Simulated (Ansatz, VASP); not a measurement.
**Cross-check of Rb2CoAgF6 between VASP and Ansatz**

Wanted: the spread between two codes on one cell, functional and k mesh. The cell is taken from a series of runs on this material, whose earlier steps may have relaxed, scaled, displaced or heated it; both programs get it as it stands.

Main program and level: Ansatz 0.2.0; plane waves, with VASP 6.6.1 beside it; PBE0 form with 90 % exact exchange with an exact-exchange share of 0.9.

In doubt: one-shot GW on d or f shells is unsure, so the values of those runs are not to be relied on.

### Step 1. Set-up

Symmetry: Fm-3m, No. 225, cubic system. The conventional cell has a = 8.604 Å, b = 8.604 Å, c = 8.604 Å, α = 90.00°, β = 90.00°, γ = 90.00°. Rb has 12 F at 3.05 Å nearest. Nearest to Co lie 6 F at 1.90 Å. Nearest to Ag lie 6 F at 2.41 Å. Nearest to F lie 1 Co at 1.90 Å and 1 Ag at 2.41 Å and 4 Rb at 3.05 Å. Farther neighbours and most contacts between anions are not listed.

### Step 2. Ansatz: G0W0 gap, PBE0 form with 90 % exact exchange with an exact-exchange share of 0.9

Ansatz runs on its PAW soft_1 files.

Quasiparticle shifts depend on high empty states and on the cores, so they are the hardest test of two PAW sets.

File input.yaml:

```yaml
crystal:
  lattice:
    - [0.0, 4.3018226235, 4.3018226235]
    - [4.3018226235, 0.0, 4.3018226235]
    - [4.3018226235, 4.3018226235, 0.0]
  atoms:
    - { symbol: Rb, position: [0.25, 0.25, 0.25] }
    - { symbol: Rb, position: [0.75, 0.75, 0.75] }
    - { symbol: Co, position: [0.0, 0.0, 0.0] }
    - { symbol: Ag, position: [0.5, 0.5, 0.5] }
    - { symbol: F, position: [0.220346, 0.220346, 0.779654] }
    - { symbol: F, position: [0.220346, 0.779654, 0.779654] }
    - { symbol: F, position: [0.779654, 0.779654, 0.220346] }
    - { symbol: F, position: [0.220346, 0.779654, 0.220346] }
    - { symbol: F, position: [0.779654, 0.220346, 0.779654] }
    - { symbol: F, position: [0.779654, 0.220346, 0.220346] }
kpoints:
  mp_grid: { grid: [2, 2, 2] }
hamiltonian:
  xc: { exchange: pbe, correlation: pbe, exx: { coeff: 0.9 } }
  pseudopotentials: { kind: paw, azcp: { folder: soft_1 } }
scf:
  occupations: { method: fixed }
gw:
  n_empty_bands: 664
  ecut_chi: 150.0
  qp_bands: [v3, c3]
  qp_kpoints: band_edges
  screening: { model: contour_deformation }
```

Run with:

```
> ansatz run input.yaml --threads 2 --pin off --max-ram 92160MiB --backend cuda --events-out ev --progress --plain --runs-dir out --devices 1 --max-vram 13GiB
```

Numbers of over 12 decimals in the logs are rounded to 6 here.

The program printed:

```text
GPUs: using 1 of 1 available (devices: 1).
Engine: ansatz 0.2.0, x86_64-unknown-linux-gnu
Pseudopotentials: kind: paw
Pseudopotential: Rb, paw, valence charge 9, recommended cutoff 420 eV (normal), soft_1/Rb.paw.azcp
Pseudopotential: Co, paw, valence charge 17, recommended cutoff 420 eV (normal), soft_1/Co.paw.azcp
Pseudopotential: Ag, paw, valence charge 19, recommended cutoff 420 eV (normal), soft_1/Ag.paw.azcp
Pseudopotential: F, paw, valence charge 7, recommended cutoff 420 eV (normal), soft_1/F.paw.azcp
Functional definition: unnamed
  parameter a_1 = 0.9
  exchange = (1 - a_1)*pbe_x + a_1*exact_x
  correlation = pbe_c
davidson cushion auto → on  (no smearing: the cushion is to keep the highest requested band from converging to the state above it; pin scf.eigensolver.cushion to override)
device memory: the entry about to start is reckoned to put 2.7 GiB on a device that reports 58.0 GiB free (of which the cap on the GPU budget leaves the run 13.0 GiB)
GPU FFT provider: cuFFT
GPU libraries: cuBLAS 13.8.2, cuFFT 12.4.0, cuSOLVER 12.3.4
Crystal: 10 atoms, lattice volume = 159.216 Å³
Basis set: ecut = 420 eV, 3119 PW (Γ)
Bands: 58, of which v1, the nominal top of the filled ones, is band 48 counted from 1 (47 counted from 0)
Symmetry: 48 space group operations
Space group: Fm-3m (ITA 225), of the structure as read, at distance tolerance 5.4e-5 Å
k-points: 3 of 8
Non-local potential: Rb, projectors of the file, l = 0: 3, l = 1: 2, l = 2: 2
Non-local potential: Co, projectors of the file, l = 0: 3, l = 1: 2, l = 2: 3, l = 3: 1
Non-local potential: Ag, projectors of the file, l = 0: 3, l = 1: 2, l = 2: 2, l = 3: 1
Non-local potential: F, projectors of the file, l = 0: 2, l = 1: 2, l = 2: 1
PAW form: soft (Blöchl's): semilocal exchange-correlation on the pseudo side does not see the compensation charge
PAW frozen core: Rb, regenerated for the run's functional, and the local potential with it (the file was generated under x = pbe(κ = 0.804, μ = 0.219515), c = pbe(β = 0.066725))
PAW frozen core: Co, regenerated for the run's functional, and the local potential with it (the file was generated under x = pbe(κ = 0.804, μ = 0.219515), c = pbe(β = 0.066725))
PAW frozen core: Ag, regenerated for the run's functional, and the local potential with it (the file was generated under x = pbe(κ = 0.804, μ = 0.219515), c = pbe(β = 0.066725))
PAW frozen core: F, regenerated for the run's functional, and the local potential with it (the file was generated under x = pbe(κ = 0.804, μ = 0.219515), c = pbe(β = 0.066725))
PAW one-centre angular grid: Rb, 110 points (default); XC on 64 Gauss nodes
PAW one-centre angular grid: Co, 590 points (default); XC on 64 Gauss nodes
PAW one-centre angular grid: Ag, 590 points (default); XC on 64 Gauss nodes
PAW one-centre angular grid: F, 110 points (default); XC on 64 Gauss nodes
Initial density: superposition of atomic densities (chi_scale 0.1, normalization cell, long waves kept (reshape's long-wave potential 0.02 eV rms))
Initial wavefunctions: pseudopotential atomic-orbital guess
GPU buffer pool allocated for 91125 grid points (all kernels)
GPU transforms: local potential and band sums: pruned to the plane-wave sphere, on 45×45×45
Functional: x = pbe(κ = 0.804, μ = 0.219515), c = pbe(β = 0.066725), warm-up for x = 0.1 pbe(κ = 0.804, μ = 0.219515) + 0.9 exact, c = pbe(β = 0.066725)
SCF iter   1: F=—  HF=-24130.443894 eV  |F-HF|=—  |Δ(HF+E_count)|=         —  Δρ=3.53e-1  dr2=1.61e2  ethr=1.00e-1  ⟨swp⟩=7.0  Hψ=581  notcnv=0
preconditioner: auto → none  [insulator: Δε(μ)=0.188 eV  Ē_g=12.933 eV  n_scr=50 (ndim 8)  ℏωp=25.7 eV  f_vac=0.025]
SCF iter   2: F=—  HF=-24246.059125 eV  |F-HF|=—  |Δ(HF+E_count)|=    1.16e2  Δρ=6.97e-1  dr2=7.48e2  ethr=1.00e-1  ⟨swp⟩=3.7  Hψ=520  notcnv=0  recentre
iter 3 solved again at ethr=7.09e-3 eV; its pass at ethr=1.00e-1 eV (dr2=6.81e0 eV) is discarded
SCF iter   3: F=—  HF=-24106.890537 eV  |F-HF|=—  |Δ(HF+E_count)|=    1.39e2  Δρ=6.80e-2  dr2=6.93e0  ethr=7.09e-3  ⟨swp⟩=3.0  Hψ=923  notcnv=0
SCF iter   4: F=—  HF=-24106.201961 eV  |F-HF|=—  |Δ(HF+E_count)|=   6.89e-1  Δρ=4.50e-2  dr2=1.32e0  ethr=7.09e-3  ⟨swp⟩=3.0  Hψ=393  notcnv=0
SCF iter   5: F=—  HF=-24106.704595 eV  |F-HF|=—  |Δ(HF+E_count)|=   5.03e-1  Δρ=6.08e-2  dr2=5.45e0  ethr=1.37e-3  ⟨swp⟩=4.0  Hψ=528  notcnv=0  recentre
SCF iter   6: F=—  HF=-24106.087855 eV  |F-HF|=—  |Δ(HF+E_count)|=   6.17e-1  Δρ=1.25e-2  dr2=2.41e-1  ethr=1.37e-3  ⟨swp⟩=4.0  Hψ=461  notcnv=0
SCF iter   7: F=—  HF=-24106.071764 eV  |F-HF|=—  |Δ(HF+E_count)|=   1.61e-2  Δρ=5.17e-3  dr2=4.43e-2  ethr=2.51e-4  ⟨swp⟩=3.0  Hψ=419  notcnv=0
SCF iter   8: F=—  HF=-24106.061079 eV  |F-HF|=—  |Δ(HF+E_count)|=   1.07e-2  Δρ=4.13e-3  dr2=1.74e-2  ethr=4.62e-5  ⟨swp⟩=3.0  Hψ=421  notcnv=0
[...]
SCF 3 stopped early in 5 iterations: F = -24132.775719 eV  dr2 = 5.71e-6
  greatest PAW one-centre occupation: 1.011 electrons in one spin orbital (limit 2), on the Ag atom at site 3 (counted from 0), in its partial waves of l = 0
hybrid outer 2: dexx = +3.761e-3 eV, tail = 4.06e-4 eV, Δε = 1.43e-1 eV (about 1.62e-2 eV left of the loop's levels)
GPU FFT provider: cuFFT
GPU libraries: cuBLAS 13.8.2, cuFFT 12.4.0, cuSOLVER 12.3.4
GPU buffer pool allocated for 91125 grid points (all kernels)
[...]
SCF 4 stopped early in 4 iterations: F = -24132.775707 eV  dr2 = 2.16e-7
hybrid outer 3: dexx = +6.320e-5 eV, tail = 2.52e-6 eV, Δε = 8.42e-3 eV (about 1.11e-3 eV left of the loop's levels)
GPU FFT provider: cuFFT
GPU libraries: cuBLAS 13.8.2, cuFFT 12.4.0, cuSOLVER 12.3.4
GPU buffer pool allocated for 91125 grid points (all kernels)
GPU transforms: local potential and band sums: pruned to the plane-wave sphere, on 45×45×45
Exchange kernel: α = 0.9000, full range, Wigner–Seitz truncation, v(0) = 4073.4631 eV·Å³, q-mesh 2×2×2, nearest image of the exchange supercell L = 12.17 Å, pair-density grid 27×27×27, without the augmentation charges, whose exchange is taken in its separable form by FFT convolution over the k-point mesh (sized by the pseudopotential files, 36×36×36 at the most), smooth part of the exact exchange by density-matrix convolution in up to 970.6 MiB of GPU memory as planned if the GPU has room (build and FFT work areas not counted)
Frozen-core exchange: fock
SCF iter   1: F=—  HF=-24132.775708 eV  |F-HF|=—  |Δ(HF+E_count)|=         —  Δρ=1.29e-5  dr2=1.78e-7  ethr=1.31e-8  ⟨swp⟩=3.0  Hψ=422  notcnv=0
preconditioner: auto → none  [insulator: Δε(μ)=13.494 eV  Ē_g=22.410 eV  n_scr=50 (ndim 8)  ℏωp=23.5 eV  f_vac=0.133]
SCF iter   2: F=-24132.775708 eV  HF=-24132.775708 eV  |F-HF|=3.55e-8  |Δ(HF+E_count)|=   1.98e-7  Δρ=8.14e-6  dr2=5.68e-8  ethr=1.40e-10  ⟨swp⟩=4.3  Hψ=597  notcnv=0
SCF 5 converged in 2 iterations: F = -24132.775708 eV  dr2 = 5.68e-8
hybrid outer 4: dexx = +3.093e-7 eV, tail = 1.48e-7 eV, Δε = 6.43e-4 eV (about 2.28e-4 eV left of the loop's levels)
device memory: the entry about to start is reckoned to put 3.8 GiB on a device that reports 55.2 GiB free (of which the cap on the GPU budget leaves the run 13.0 GiB)
NSCF: frozen V_eff on 3 k-points
Exchange-term sweep: 0 of 3 (spin, k) points
Exchange-term sweep: 1 of 3 (spin, k) points
Exchange-term sweep: 2 of 3 (spin, k) points
Exchange-term sweep: 3 of 3 (spin, k) points
G₀W₀ screening: q 1/3
[... further progress lines ...]
device memory: the entry about to start is reckoned to put 1.3 GiB on a device that reports 52.4 GiB free (of which the cap on the GPU budget leaves the run 13.0 GiB)
NSCF: frozen V_eff on 1 k-points
device memory: the entry about to start is reckoned to put 1.3 GiB on a device that reports 52.3 GiB free (of which the cap on the GPU budget leaves the run 13.0 GiB)
NSCF: frozen V_eff on 1 k-points
hybrid SCF converged: 4 outer / 19 inner (+10 warm-up), last move |dexx| = 3.09e-7 eV, tail = 1.48e-7 eV
Stability not checked: this state was not tested for a lower state beside it, because the functional holds exact exchange (a hybrid, or Hartree-Fock), whose exchange loop this test does not read (fock_operator; see scf.lower_state_search)
Free energy (F): -24132.775708 eV
Frozen-core exchange: fock
Harris-Foulkes:  -24132.775708 eV  (|F-HF|=3.55e-8)
Internal energy: -24132.775708 eV  (E = F + TS)
E sigma→0 (E₀):  -24132.775708 eV
Fermi energy:    -1.671216 eV
--- Per-component energies (eV) ---
  E_band       = -2155.251601
  E_kinetic    = 2340.914091
  E_local      = -12576.587660  (includes V_loc(G=0)·N_el)
  E_nonlocal   = 1326.405854
  E_hartree    = 5266.934101
  E_xc         = -164.130080
  E_vxc        = -199.181563  (∫ρ·V_xc dr)
  E_exx        = -1471.178492  (= α·E_x^exact, valence–valence)
  E_paw        = -11358.371910  (= ΣΔE_a)
  E_vpaw       = -638.306939  (= ΣTr[D̂ρ^β])
  E_aug_tail   = 0.004474  (compensation charges beyond the density's cutoff)
  E_ewald      = -7490.927116
  E_core_change = -5.838969  (= ΣΔE_core)
  E_smearing   = -0.000000  (= −TS)
  E_closure    = -0.000000  (closes the sum)
  Σ components = -24132.775708   (vs F -24132.775708, Δ=0.00e0)
--- Band table (eV) ---
  k-point 0: bands = [... 44 lower, -2.5361, -2.5361, -1.9198, -1.9198, 12.1373, 12.8746, 12.8746, 15.7622]
  k-point 1: bands = [... 44 lower, -2.5113, -2.5113, -1.6712, -1.6712, 12.5840, 12.5840, 13.7789, 15.2002]
  k-point 2: bands = [... 44 lower, -2.4443, -2.4443, -2.0590, -1.9185, 11.8220, 12.8862, 15.1550, 15.1598]
  guard bands above this table: 6 of the run's 58 bands. The solve was not asked for them (output.publish_guard_bands: true or output.eigenvalues: true publishes all)
--- G₀W₀: contour deformation, 5 samples at zero and on the imaginary axis and 1 off it, 8 q-points, 664 empty bands' worth ---
  eigenvalues of the whole cell's RPA ε∞ on this k-mesh (on a slab, of 1 + 4πα/V) = 1.6403, 1.6403, 1.6403; static W/v taken at q = 0 is 0.609657
  gw.qp_kpoints: band_edges: 3 of 3 stored k-points solved, in 1 pass; an edge of the gap read off the rows below is read off those points alone
    ik  band        ε_KS         Σx   Σc(E_QP)       V_xc       Z   E_QP_lin       E_QP  E_QP is
     0    46     -2.5361   -35.6276     2.5998   -36.3939  0.9057     0.8062     0.8300  root
     0    47     -1.9198   -36.3280     2.6164   -37.1257  0.9043     1.4705     1.4943  root
     0    48     -1.9198   -36.3280     2.6164   -37.1257  0.9043     1.4705     1.4943  root
     0    49     12.1373    -5.9570    -2.6997    -7.6589  0.9361    11.1410    11.1395  root
     0    50     12.8746   -20.5248    -4.9904   -23.3078  0.8729    10.6832    10.6672  root
     0    51     12.8746   -20.5248    -4.9904   -23.3078  0.8729    10.6832    10.6672  root
     1    46     -2.5113   -35.6005     2.6024   -36.3648  0.9056     0.8315     0.8553  root
     1    47     -1.6712   -36.3334     2.7427   -37.0811  0.9043     1.7944     1.8191  root
     1    48     -1.6712   -36.3334     2.7427   -37.0811  0.9043     1.7944     1.8191  root
     1    49     12.5840   -19.5059    -4.9719   -22.2662  0.8765    10.3878    10.3723  root
     1    50     12.5840   -19.5059    -4.9719   -22.2662  0.8765    10.3878    10.3723  root
     1    51     13.7789    -6.9435    -2.7484    -8.6621  0.9313    12.7507    12.7491  root
     2    46     -2.4443   -35.6722     2.6404   -36.4251  0.9051     0.9248     0.9490  root
     2    47     -2.0590   -36.3901     2.6834   -37.1730  0.9048     1.3822     1.4073  root
     2    48     -1.9185   -36.3341     2.6169   -37.1319  0.9043     1.4724     1.4962  root
     2    49     11.8220   -15.6452    -4.5034   -18.1608  0.8934     9.8446     9.8342  root
     2    50     12.8862   -20.6244    -5.0074   -23.4154  0.8724    10.6860    10.6698  root
     2    51     15.1550    -5.6888    -2.4253    -7.2920  0.9364    14.3340    14.3329  root
```

(Continued in part 2 of 2.)

[Lines on the potential files, build, host, timing and source positions are cut from VASP's logs without a mark.]

[Logs are printed without paths, hosts, clocks, repeated set-up lines and the standing remarks that a program may print on its own settings, such as how far it seeks lower states.]

[Hosts, paths, dates, database ids (printed as entryN), source tags and the programs' standing remarks are cut or masked in the printed files.]
